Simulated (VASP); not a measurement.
A cell of TiAl (L1_0) near equilibrium:

```
AlTi
1.0
    2.79754     0.00000     0.00000
    0.00000     2.79754     0.00000
    0.00000     0.00000     4.02398
Ti Al
1 1
Direct
  0.00000   0.00000   0.00000
  0.50000   0.50000   0.50000
```

Computed with PBEsol GGA, VASP's PBE PAW potentials (set 64) (plane waves; VASP).

| run | ΔE (meV/atom) | σxx | σyy | σzz | largest shear component, with its sign (GPa) | largest force (eV/Å) |
|---|---|---|---|---|---|---|
| as it is | 0.0 | 0.21 | 0.21 | 0.24 | 0.00 | 0.000 |
| after one change | 7.3 | -2.24 | -2.24 | -5.16 | 0.00 | 0.000 |
Stress is in GPa, positive when the cell is compressed.

What was changed between the two runs?
A. uniaxial strain of -4.0 % along x
B. uniaxial strain of +3.0 % along z
C. isotropic strain of -3.0 %
D. uniaxial strain of +4.0 % along x

B, uniaxial strain of +3.0 % along z

The compound is TiAl in the L1_0 structure. The electron count is odd and the run is not spin-polarised, which forces a metal.
